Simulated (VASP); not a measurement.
Given:

```
Sn
1.0
    0.00000     3.23334     3.23334
    3.23334     0.00000     3.23334
    3.23334     3.23334     0.00000
Sn
2
Cartesian
  0.00000   0.00000   0.00000
  1.61667   1.61667   1.61667
```

Calculation: r2SCAN+rVV10, VASP's PBE PAW potentials (set 64) (plane waves; VASP). Numerical set-up: 400 eV cut-off, 9×9×9 Γ-centred mesh, first-order Methfessel-Paxton smearing of 0.10 eV, potentials Sn_d.

Energy and stress use the plane-wave basis of the starting cell.

Problem. The ions, cell shape and volume are relaxed. Predict the relaxed structure.

Solution. 
```
Sn
1.0
    0.00000     3.26609     3.26609
    3.26609     0.00000     3.26609
    3.26609     3.26609     0.00000
Sn
2
Direct
  0.00000   0.00000   0.00000
  0.25000   0.25000   0.25000
```
Space group Fd-3m (227), at a tolerance of 0.03 Å.

Problem. How do energy and volume change from the first to the last step?

Solution. The energy (σ→0) changes by -4.8 meV/atom and the volume by +3.1 %, in 3 ionic steps.

The structure comes from a measured Sn entry (Fd-3m) of the Crystallography Open Database, whose conditions weren't checked. This run relaxes it. Symmetry was kept, so distortions that lower it aren't found.
